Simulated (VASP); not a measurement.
```
CELL_PARAMETERS angstrom
      4.45819     0.00000     0.00000
      0.00000     4.45819     0.00000
      0.00000     0.00000     4.45819
ATOMIC_POSITIONS crystal
  Cs 0.00000 0.00000 0.00000
  I  0.50000 0.50000 0.50000
```

The numbers are results of optB88-vdW, VASP's PBE PAW potentials (set 64) (plane waves; VASP), not measurements. Numerical set-up: 520 eV cut-off, 6×6×6 Γ-centred mesh, Gaussian smearing of 0.050 eV, potentials Cs_sv I.

Q: Give the stress tensor in GPa (positive for a compressed cell).

A: 
```
1.02  0.00  0.00
0.00  1.02  0.00
0.00  0.00  1.02
```
The pressure is its mean diagonal, 1.02 GPa.

The compound is CsI in the CsCl type structure. This cell is one point of a volume scan, at 0.94 of the reference volume.
